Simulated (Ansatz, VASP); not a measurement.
# Al3GaN4 (Al3GaN4 (Pm)) in two plane-wave programs, part 2 of 4

One calculation is typed for both programs; each brings its own data sets. How far apart do they land? Of the first pair: The cell is taken from a series of runs on this material, whose earlier steps may have relaxed, scaled, displaced or heated it; both programs get it as it stands.

VASP 6.6.1 and Ansatz 0.2.0.

So far. Step 2 (VASP: single point, r2SCAN): The run ends at a pressure of -0.77 GPa, with forces up to 0.17 eV/Å.

## Step 3: Ansatz: single point, r2SCAN

Level of this step: Ansatz beside VASP: Kohn-Sham DFT, plane waves, r2SCAN (Ansatz).

Ansatz runs on its default PAW (the set named soft_2) files.

The same cell, functional, mesh and smearing now go to Ansatz.

Contents of input.yaml:

```yaml
crystal:
  lattice:
    - [10.08692036, 0.0, 0.00025278]
    - [0.0, 3.13005226, 0.0]
    - [-0.00322408, 0.0, 5.41800952]
  atoms:
    - { symbol: Al, position: [0.250114285, 0.5, 0.16733093] }
    - { symbol: Al, position: [0.000459755, 0.5, 0.83480524] }
    - { symbol: Al, position: [0.000543635, 0.0, 0.33169215] }
    - { symbol: Ga, position: [0.249709755, 0.0, 0.66620202] }
    - { symbol: "N", position: [0.055587285, 0.0, 0.66632662] }
    - { symbol: "N", position: [0.061227675, 0.5, 0.16715505] }
    - { symbol: "N", position: [0.31256195, 0.5, 0.84019356] }
    - { symbol: "N", position: [0.311595165, 0.0, 0.32629544] }
    - { symbol: Al, position: [0.750114285, 0.5, 0.16733093] }
    - { symbol: Al, position: [0.500459755, 0.5, 0.83480524] }
    - { symbol: Al, position: [0.500543635, 0.0, 0.33169215] }
    - { symbol: Ga, position: [0.749709755, 0.0, 0.66620202] }
    - { symbol: "N", position: [0.555587285, 0.0, 0.66632662] }
    - { symbol: "N", position: [0.561227675, 0.5, 0.16715505] }
    - { symbol: "N", position: [0.81256195, 0.5, 0.84019356] }
    - { symbol: "N", position: [0.811595165, 0.0, 0.32629544] }
basis:
  ecutwfc: 500.0
  ecutrho_ratio: 4
  xc_grid: 2
  fft_grid_basis: typed
  precision: f64
kpoints:
  mp_grid: { grid: [1, 3, 2], shift: [0.25, 0.25, 0.25] }
hamiltonian:
  xc: r2scan
  pseudopotentials: { kind: paw }
scf:
  max_iter: 100
  self_checks: high
  occupations: { method: fermi_dirac, width: 0.01 }
output:
  forces: true
checkpoint:
  write: "../host.r2scan.run"
  compress: false
  write_wavefunctions: true
  write_every: 100000
```

Started as:

```sh
> ansatz run input.yaml --threads 4 --pin off --max-ram 7536MiB --backend cpu --events-out ev --progress --plain --runs-dir out
```

Numbers of over 12 decimals in the logs are rounded to 6 here.

Log:

```text
Warning: crystal.symmetry: narrowed to the stabiliser of the k-point mesh — unitary ops 4 → 2; excluded 2 operations that carry the 1×3×2 mesh (shift [0.25, 0.25, 0.25]) neither onto itself nor onto its reverse (the run samples exactly the mesh kpoints.mp_grid names, as under crystal.symmetry.detect: false, and its converged state has the mesh's symmetry, not the crystal's; ε∞, the Born charges and the force constant [...]
Engine: ansatz 0.2.0, aarch64-unknown-linux-gnu
Pseudopotentials: kind: paw
Pseudopotential: Al, paw, valence charge 3, recommended cutoff 500 eV (meta_gga), Al.paw.azcp
Pseudopotential: Ga, paw, valence charge 13, recommended cutoff 500 eV (meta_gga), Ga.paw.azcp
Pseudopotential: N, paw, valence charge 5, recommended cutoff 500 eV (meta_gga), N.paw.azcp
Functional definition: r2SCAN
  parameter k0 = 0.174
  parameter k1 = 0.065
  parameter a1 = 4.9479
  exchange = r2scan_x(k0 = k0, k1 = k1, a1 = a1)
  correlation = r2scan_c
Crystal: 16 atoms, lattice volume = 171.061 Å³
Basis set: ecut = 500 eV, 4337 PW (Γ), exchange–correlation on 150×48×80 points (8 copies of the dense FFT grid, shifted against one another)
Bands: 58, of which v1, the nominal top of the filled ones, is band 42 counted from 1 (41 counted from 0)
Symmetry: 2 space group operations
k-points: 6
Non-local potential: Al, projectors of the file, l = 0: 2, l = 1: 2, l = 2: 1
Non-local potential: Ga, projectors of the file, l = 0: 2, l = 1: 2, l = 2: 3, l = 3: 1
Non-local potential: N, projectors of the file, l = 0: 2, l = 1: 2, l = 2: 1
PAW form: soft (Blöchl's): semilocal exchange-correlation on the pseudo side does not see the compensation charge
PAW frozen core: Al, regenerated for the run's functional (the file was generated under x = pbe(κ = 0.804, μ = 0.219515), c = pbe(β = 0.066725))
PAW frozen core: Ga, regenerated for the run's functional (the file was generated under x = pbe(κ = 0.804, μ = 0.219515), c = pbe(β = 0.066725))
PAW frozen core: N, regenerated for the run's functional (the file was generated under x = pbe(κ = 0.804, μ = 0.219515), c = pbe(β = 0.066725))
PAW one-centre angular grid: Al, 302 points (default); XC on 160 Gauss nodes
PAW one-centre angular grid: Ga, 590 points (default); XC on 160 Gauss nodes
PAW one-centre angular grid: N, 302 points (default); XC on 160 Gauss nodes
Initial density: superposition of atomic densities (neutral atoms: chi_scale 0, normalization atom), corrected by the library's trained network
Initial wavefunctions: pseudopotential atomic-orbital guess
Functional: x = r2scan, c = r2scan; τ floored in thin density (d = 2e-4 eV/Å³)
SCF iter   1: F=—  HF=-13923.143641 eV  |F-HF|=—  |Δ(HF+E_count)|=         —  Δρ=8.38e-3  dr2=8.83e-2  dr2_τ=1.11e0  ethr=1.77e-3  ⟨swp⟩=6.2  Hψ=1503  notcnv=0  defer=32
preconditioner: auto → Resta (q_TF=auto, 2.423 Å⁻¹)  ε∞=3.7  [insulator: Δε(μ)=4.981 eV  Ē_g=15.828 eV  σ=0.010 eV  W_gap=1.00  n_scr=48 (ndim 8)  ℏωp=26.0 eV  f_vac=0.000  D(μ)=0.00/eV (n_scr^D=0)  ε∞_Penn≈3.7]
SCF iter   2: F=—  HF=-13923.628059 eV  |F-HF|=—  |Δ(HF+E_count)|=   4.84e-1  Δρ=5.14e-3  dr2=3.60e-2  dr2_τ=6.92e-4  ethr=1.05e-4  ⟨swp⟩=3.0  Hψ=740  notcnv=0  defer=53
SCF iter   3: F=—  HF=-13923.623272 eV  |F-HF|=—  |Δ(HF+E_count)|=   4.79e-3  Δρ=2.57e-3  dr2=5.55e-3  dr2_τ=5.77e-4  ethr=4.28e-5  ⟨swp⟩=2.0  Hψ=546  notcnv=0  defer=53
SCF iter   4: F=—  HF=-13923.621854 eV  |F-HF|=—  |Δ(HF+E_count)|=   1.42e-3  Δρ=3.45e-4  dr2=1.62e-4  dr2_τ=6.95e-5  ethr=6.60e-6  ⟨swp⟩=2.0  Hψ=581  notcnv=0  defer=53
SCF iter   5: F=—  HF=-13923.621883 eV  |F-HF|=—  |Δ(HF+E_count)|=   2.84e-5  Δρ=1.30e-4  dr2=2.43e-5  dr2_τ=2.14e-6  ethr=1.93e-7  ⟨swp⟩=2.8  Hψ=573  notcnv=0  defer=53
SCF iter   6: F=—  HF=-13923.621889 eV  |F-HF|=—  |Δ(HF+E_count)|=   6.18e-6  Δρ=6.17e-5  dr2=6.64e-6  dr2_τ=1.19e-6  ethr=2.89e-8  ⟨swp⟩=2.0  Hψ=546  notcnv=0  defer=53
SCF iter   7: F=—  HF=-13923.621887 eV  |F-HF|=—  |Δ(HF+E_count)|=   1.37e-6  Δρ=1.19e-5  dr2=2.06e-7  dr2_τ=1.62e-8  ethr=7.91e-9  ⟨swp⟩=2.0  Hψ=488  notcnv=0  defer=53
SCF iter   8: F=-13923.621887 eV  HF=-13923.621887 eV  |F-HF|=1.85e-9  |Δ(HF+E_count)|=   5.32e-8  Δρ=3.54e-6  dr2=1.94e-8  dr2_τ=1.80e-9  ethr=1.19e-10  ⟨swp⟩=13.7  Hψ=1689  notcnv=0
SCF 1 converged in 8 iterations: F = -13923.621887 eV  dr2 = 1.94e-8
  greatest PAW one-centre occupation: 0.995 electrons in one spin orbital (limit 2), on the Ga atom at site 11 (counted from 0), in its partial waves of l = 2
SCF converged after 8 iterations
Free energy (F): -13923.621887 eV
Harris-Foulkes:  -13923.621887 eV  (|F-HF|=1.85e-9)
Internal energy: -13923.621887 eV  (E = F + TS)
E sigma→0 (E₀):  -13923.621887 eV
Fermi energy:    9.898340 eV
--- Per-component energies (eV) ---
  E_band       = 10.591296
  E_kinetic    = 1456.627758
  E_local      = -6353.088066  (includes V_loc(G=0)·N_el)
  E_nonlocal   = 1278.370540
  E_hartree    = 2811.292283
  E_xc         = -836.497530
  E_vxc        = -1002.043785  (∫ρ·V_xc dr)
  E_paw        = -7889.390326  (= ΣΔE_a)
  E_vpaw       = -1045.931603  (= ΣTr[D̂ρ^β])
  E_aug_tail   = 0.000049  (compensation charges beyond the density's cutoff)
  E_vtau       = 54.076341  (kinetic-family band-sum trace: ∫τ·v_τ [+ j·A + Jᵃ·Aᵃ] dr)
  E_ewald      = -4389.033291
  E_core_change = -1.903305  (= ΣΔE_core)
  E_smearing   = -0.000000  (= −TS)
  E_closure    = -0.000000  (closes the sum)
  Σ components = -13923.621887   (vs F -13923.621887, Δ=0.00e0)
--- Forces (eV/Å), atoms counted from 1 ---
  atom   1  Al     0.02083131    -0.00202697    -0.01438902
  atom   2  Al    -0.03500335     0.00087604    -0.00262727
  atom   3  Al    -0.02299047     0.00036918     0.00501594
  atom   4  Ga     0.01472075    -0.00559477     0.00591812
  atom   5  N     -0.05089665    -0.00009426     0.00016171
  atom   6  N      0.01040753     0.00033800    -0.00373520
  atom   7  N      0.03539130     0.00635293     0.06553214
  atom   8  N      0.01742625    -0.00022207    -0.05701636
  atom   9  Al     0.02083131    -0.00202697    -0.01438902
  atom  10  Al    -0.03500335     0.00087604    -0.00262727
  atom  11  Al    -0.02299047     0.00036918     0.00501594
  atom  12  Ga     0.01472075    -0.00559477     0.00591812
  atom  13  N     -0.05089665    -0.00009426     0.00016171
  atom  14  N      0.01040753     0.00033800    -0.00373520
  atom  15  N      0.03539130     0.00635293     0.06553214
  atom  16  N      0.01742625    -0.00022207    -0.05701636
  max |Σ_I F_I| component: 2.02e-2 eV/Å
--- Band table (eV; the first three rows and the last of 6) ---
  k-point 0: bands = [... 38 lower, 6.9410, 7.1786, 7.3596, 7.3829, 12.4129, 13.2378, 13.7348, 13.7666, ... 12 higher]
  k-point 1: bands = [... 38 lower, 6.7496, 6.8598, 7.1391, 7.1947, 13.4883, 13.7368, 14.2518, 14.2839, ... 12 higher]
  k-point 2: bands = [... 38 lower, 6.2410, 6.4932, 6.5448, 6.6917, 13.5958, 14.1115, 14.2828, 14.4193, ... 12 higher]
  k-point 5: bands = [... 38 lower, 6.5519, 6.7116, 6.8175, 6.9439, 13.8424, 13.9549, 14.4165, 14.4780, ... 12 higher]
```

## Step 4: Differences

Known differences besides the potentials themselves: VASP keeps PBE cores, Ansatz makes them for the functional; the cutoff is 500 eV in Ansatz and 580 eV in VASP. Total energies have different zeros and are not compared.

The two programs side by side:

```csv
quantity,Ansatz,VASP,difference
gap on the k mesh (eV),5.030,5.043,-0.013
```

Forces on 7 of the 16 atoms, those with the largest forces and the largest differences (eV/Å; atoms numbered as in POSCAR):

```
atom         Ansatz x, y, z          VASP x, y, z
 Al2  -0.035, 0.001, -0.003  -0.034, 0.000, 0.000
  N9   -0.051, 0.000, 0.000  -0.124, 0.000, 0.001
 N11    0.035, 0.006, 0.066   0.084, 0.000, 0.142
 N12   0.017, 0.000, -0.057  0.040, 0.000, -0.128
 N13   -0.051, 0.000, 0.000  -0.124, 0.000, 0.001
 N15    0.035, 0.006, 0.066   0.084, 0.000, 0.142
 N16   0.017, 0.000, -0.057  0.040, 0.000, -0.128
```

The forces differ by 29 meV/Å r.m.s., which is 55.5 % of the r.m.s. force of 0.052 eV/Å (both taken over all components). A gap on the mesh is an upper bound, since the band edges may lie between its points.

## Step 5: Ansatz: relaxation, PBEsol

The two programs are compared at the cell with which this relaxation starts, whose forces are those of its first step. This pair takes another cell of the material, with 96 atoms against 16 for the pair before.

The structure compared here is the start of the Ansatz relaxation; VASP solves that cell, so the two are compared at the walk's first step.

Contents of input.yaml:

```yaml
crystal:
  lattice:
    - [10.08692036, 0.0, 0.00025278]
    - [0.0, 9.39015678, 0.0]
    - [-0.00644816, 0.0, 10.83601904]
  atoms:
    - { symbol: Al, position: [0.25011429, 0.16666667, 0.08366547] }
    - { symbol: Al, position: [0.00045975, 0.16666667, 0.41740262] }
    - { symbol: Al, position: [0.00054363, 0.0, 0.16584607] }
    - { symbol: Ga, position: [0.24970976, 0.0, 0.33310101] }
    - { symbol: "N", position: [0.05558729, 0.0, 0.33316331] }
    - { symbol: "N", position: [0.06122767, 0.16666667, 0.08357752] }
    - { symbol: "N", position: [0.31256195, 0.16666667, 0.42009678] }
    - { symbol: "N", position: [0.31159516, 0.0, 0.16314772] }
    - { symbol: Al, position: [0.25011429, 0.16666667, 0.58366547] }
    - { symbol: Al, position: [0.00045975, 0.16666667, 0.91740262] }
    - { symbol: Al, position: [0.00054363, 0.0, 0.66584607] }
    - { symbol: Ga, position: [0.24970976, 0.0, 0.83310101] }
    - { symbol: "N", position: [0.05558729, 0.0, 0.83316331] }
    - { symbol: "N", position: [0.06122767, 0.16666667, 0.58357752] }
    - { symbol: "N", position: [0.31256195, 0.16666667, 0.92009678] }
    - { symbol: "N", position: [0.31159516, 0.0, 0.66314772] }
    - { symbol: Al, position: [0.25011429, 0.5, 0.08366547] }
    - { symbol: Al, position: [0.00045975, 0.5, 0.41740262] }
    - { symbol: Al, position: [0.00054363, 0.33333333, 0.16584607] }
    - { symbol: Ga, position: [0.24970976, 0.33333333, 0.33310101] }
    - { symbol: "N", position: [0.05558729, 0.33333333, 0.33316331] }
    - { symbol: "N", position: [0.06122767, 0.5, 0.08357752] }
    - { symbol: "N", position: [0.31256195, 0.5, 0.42009678] }
    - { symbol: "N", position: [0.31159516, 0.33333333, 0.16314772] }
    - { symbol: Al, position: [0.25011429, 0.5, 0.58366547] }
    - { symbol: Al, position: [0.00045975, 0.5, 0.91740262] }
    - { symbol: Al, position: [0.00054363, 0.33333333, 0.66584607] }
    - { symbol: Ga, position: [0.24970976, 0.33333333, 0.83310101] }
    - { symbol: "N", position: [0.05558729, 0.33333333, 0.83316331] }
    - { symbol: "N", position: [0.06122767, 0.5, 0.58357752] }
    - { symbol: "N", position: [0.31256195, 0.5, 0.92009678] }
    - { symbol: "N", position: [0.31159516, 0.33333333, 0.66314772] }
    - { symbol: Al, position: [0.25011429, 0.83333333, 0.08366547] }
    - { symbol: Al, position: [0.00045975, 0.83333333, 0.41740262] }
    - { symbol: Al, position: [0.00054363, 0.66666667, 0.16584607] }
    - { symbol: Ga, position: [0.24970976, 0.66666667, 0.33310101] }
    - { symbol: "N", position: [0.05558729, 0.66666667, 0.33316331] }
    - { symbol: "N", position: [0.06122767, 0.83333333, 0.08357752] }
    - { symbol: "N", position: [0.31256195, 0.83333333, 0.42009678] }
    - { symbol: "N", position: [0.31159516, 0.66666667, 0.16314772] }
    - { symbol: Al, position: [0.25011429, 0.83333333, 0.58366547] }
    - { symbol: Al, position: [0.00045975, 0.83333333, 0.91740262] }
    - { symbol: Al, position: [0.00054363, 0.66666667, 0.66584607] }
    - { symbol: Ga, position: [0.24970976, 0.66666667, 0.83310101] }
    - { symbol: "N", position: [0.05558729, 0.66666667, 0.83316331] }
    - { symbol: "N", position: [0.06122767, 0.83333333, 0.58357752] }
    - { symbol: "N", position: [0.31256195, 0.83333333, 0.92009678] }
    - { symbol: "N", position: [0.31159516, 0.66666667, 0.66314772] }
    - { symbol: Al, position: [0.75011429, 0.16666667, 0.08366547] }
    - { symbol: Al, position: [0.50045975, 0.16666667, 0.41740262] }
    - { symbol: Al, position: [0.50054363, 0.0, 0.16584607] }
    - { symbol: Ga, position: [0.74970976, 0.0, 0.33310101] }
    - { symbol: "N", position: [0.55558729, 0.0, 0.33316331] }
    - { symbol: "N", position: [0.56122767, 0.16666667, 0.08357752] }
    - { symbol: "N", position: [0.81256195, 0.16666667, 0.42009678] }
    - { symbol: "N", position: [0.81159516, 0.0, 0.16314772] }
    - { symbol: Al, position: [0.75011429, 0.16666667, 0.58366547] }
    - { symbol: Al, position: [0.50045975, 0.16666667, 0.91740262] }
    - { symbol: Al, position: [0.50054363, 0.0, 0.66584607] }
    - { symbol: Ga, position: [0.74970976, 0.0, 0.83310101] }
    - { symbol: "N", position: [0.55558729, 0.0, 0.83316331] }
    - { symbol: "N", position: [0.56122767, 0.16666667, 0.58357752] }
    - { symbol: "N", position: [0.81256195, 0.16666667, 0.92009678] }
    - { symbol: "N", position: [0.81159516, 0.0, 0.66314772] }
    - { symbol: Al, position: [0.75011429, 0.5, 0.08366547] }
    - { symbol: Al, position: [0.50045975, 0.5, 0.41740262] }
    - { symbol: Al, position: [0.50054363, 0.33333333, 0.16584607] }
    - { symbol: Ga, position: [0.74970976, 0.33333333, 0.33310101] }
    - { symbol: "N", position: [0.55558729, 0.33333333, 0.33316331] }
    - { symbol: "N", position: [0.56122767, 0.5, 0.08357752] }
    - { symbol: "N", position: [0.81256195, 0.5, 0.42009678] }
    - { symbol: "N", position: [0.81159516, 0.33333333, 0.16314772] }
    - { symbol: Al, position: [0.75011429, 0.5, 0.58366547] }
    - { symbol: Al, position: [0.50045975, 0.5, 0.91740262] }
    - { symbol: Al, position: [0.50054363, 0.33333333, 0.66584607] }
    - { symbol: Ga, position: [0.74970976, 0.33333333, 0.83310101] }
    - { symbol: "N", position: [0.55558729, 0.33333333, 0.83316331] }
    - { symbol: "N", position: [0.56122767, 0.5, 0.58357752] }
    - { symbol: "N", position: [0.81256195, 0.5, 0.92009678] }
    - { symbol: "N", position: [0.81159516, 0.33333333, 0.66314772] }
    - { symbol: Al, position: [0.75011429, 0.83333333, 0.08366547] }
    - { symbol: Al, position: [0.50045975, 0.83333333, 0.41740262] }
    - { symbol: Al, position: [0.50054363, 0.66666667, 0.16584607] }
    - { symbol: Ga, position: [0.74970976, 0.66666667, 0.33310101] }
    - { symbol: "N", position: [0.55558729, 0.66666667, 0.33316331] }
    - { symbol: "N", position: [0.56122767, 0.83333333, 0.08357752] }
    - { symbol: "N", position: [0.81256195, 0.83333333, 0.42009678] }
    - { symbol: "N", position: [0.81159516, 0.66666667, 0.16314772] }
    - { symbol: Al, position: [0.75011429, 0.83333333, 0.58366547] }
    - { symbol: Al, position: [0.50045975, 0.83333333, 0.91740262] }
    - { symbol: Ga, position: [0.50054363, 0.66666667, 0.66584607] }
    - { symbol: Ga, position: [0.74970976, 0.66666667, 0.83310101] }
    - { symbol: "N", position: [0.55558729, 0.66666667, 0.83316331] }
    - { symbol: "N", position: [0.56122767, 0.83333333, 0.58357752] }
    - { symbol: "N", position: [0.81256195, 0.83333333, 0.92009678] }
    - { symbol: "N", position: [0.81159516, 0.66666667, 0.66314772] }
  host:
    repeats: [2, 3, 2]
    atoms:
      - { symbol: Al, position: [0.50022857, 0.5, 0.16733093] }
      - { symbol: Al, position: [0.00091951, 0.5, 0.83480524] }
      # ... 6 more atoms of the perfect host
basis:
  ecutwfc: 420
  xc_grid: 2
hamiltonian:
  xc: pbesol
kpoints:
  mp_grid: { grid: [1, 1, 1], shift: [0.25, 0.25, 0.25] }
scf:
  occupations: { method: fixed }
  max_iter: 100
output:
  forces: true
  charged_corrections:
    epsilon: [4.99, 4.79, 4.8]
    static_epsilon: [9.98, 8.63, 8.67]
    defect_position: [0.500544, 0.666667, 0.665846]
relax:
  f_tol: 0.02
  max_steps: 80
  random_displacement: { amplitude: 0.05, seed: 3520 }
checkpoint:
  write: "../q0.relax.run"
  compress: false
  write_wavefunctions: true
  write_every: 100000
```

Log:

```text
[...]
Crystal: 96 atoms, lattice volume = 1026.364 Å³
Basis set: ecut = 420 eV, 20007 PW (Γ), exchange–correlation on 144×128×150 points (8 copies of the dense FFT grid, shifted against one another)
Bands: 353, of which v1, the nominal top of the filled ones, is band 257 counted from 1 (256 counted from 0)
Symmetry: 1 space group operations
k-points: 1
[...]
SCF iter   1: F=—  HF=-85303.243575 eV  |F-HF|=—  |Δ(HF+E_count)|=         —  Δρ=1.11e-2  dr2=1.31e0  ethr=1.77e-3  ⟨swp⟩=5.0  Hψ=1176  notcnv=0  defer=94
[...]
- { symbol: Al, position: [0.500549, 0.666543, 0.166387] }
    - { symbol: Ga, position: [0.749587, 0.666509, 0.333605] }
[...]
- { symbol: Al, position: [0.751006, 0.833511, 0.583996] }
    - { symbol: Al, position: [0.500362, 0.833759, 0.918610] }
    - { symbol: Ga, position: [0.499536, 0.666537, 0.666305] }
    - { symbol: Ga, position: [0.750583, 0.666487, 0.833969] }
    - { symbol: N, position: [0.557147, 0.666526, 0.837411] }
    - { symbol: N, position: [0.562723, 0.836974, 0.582108] }
    - { symbol: N, position: [0.812667, 0.833581, 0.920858] }
    - { symbol: N, position: [0.811448, 0.666509, 0.663728] }
```

(Continued in part 3 of 4.)

[Lines on the potential files, build, host, timing and source positions are cut from VASP's logs without a mark.]

[Logs are printed without paths, hosts, clocks, repeated set-up lines and the standing remarks that a program may print on its own settings, such as how far it seeks lower states.]

[Hosts, paths, dates, database ids (printed as entryN), source tags and the programs' standing remarks are cut or masked in the printed files.]
